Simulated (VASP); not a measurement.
Level of theory: PBEsol GGA, VASP's PBE PAW potentials (set 64) (plane waves; VASP 6.6.1).

VASP input:

### INCAR
```
! general
SYSTEM =SrNiF6
PREC   =Accurate
ENCUT  =400
LREAL  =F
LASPH  =T

! electronic loop
EDIFF  =1E-6
NELM   =100
ALGO   =Normal
LMAXMIX=4

! smearing
ISMEAR =0
SIGMA  =0.01

! functional
GGA    =PS

! ions
ISIF   =2

! output
LWAVE  =F
LCHARG =F
```

### POSCAR
```
SrNiF6
8.3854060
  0.4330126651   0.2499999404   0.2686319541
 -0.4330126651   0.2499999404   0.2686319541
  0.0000000000  -0.5000000000   0.2686319541
Sr Ni F
1 1 6
Cart
  0.0000000000  -0.0000000596   0.4029479312
  0.0000000000   0.0000000000   0.0000000000
  0.0000000000   0.3270749139   0.4062118094
 -0.0000000000  -0.3270750331   0.3996840530
 -0.2832552349  -0.1635375471   0.4062118094
  0.2832552349   0.1635374279   0.3996840530
  0.2832552349  -0.1635375471   0.4062118094
 -0.2832552349   0.1635374279   0.3996840530
```

KPOINTS:
```
Automatic mesh
0
Gamma
5 5 5
0 0 0
```

POTCAR, in this order: Sr_sv Ni F (PBE.64 set). Program: vasp_std.

Q: What will the output report for the number of irreducible k-points (NKPTS), largest plane-wave count, number of space-group operations, FFT grid (NGX, NGY, NGZ)?

A: 
* **number of irreducible k-points (NKPTS)**: 19
* **largest plane-wave count**: 1882
* **number of space-group operations**: 12
* **FFT grid (NGX, NGY, NGZ)**: 32 × 32 × 32

The structure comes from a computed database's SrNiF6 entry; how it stands against other phases isn't given here. The cell was not relaxed at this level. The run is not spin-polarised, so no magnetic state was tried.
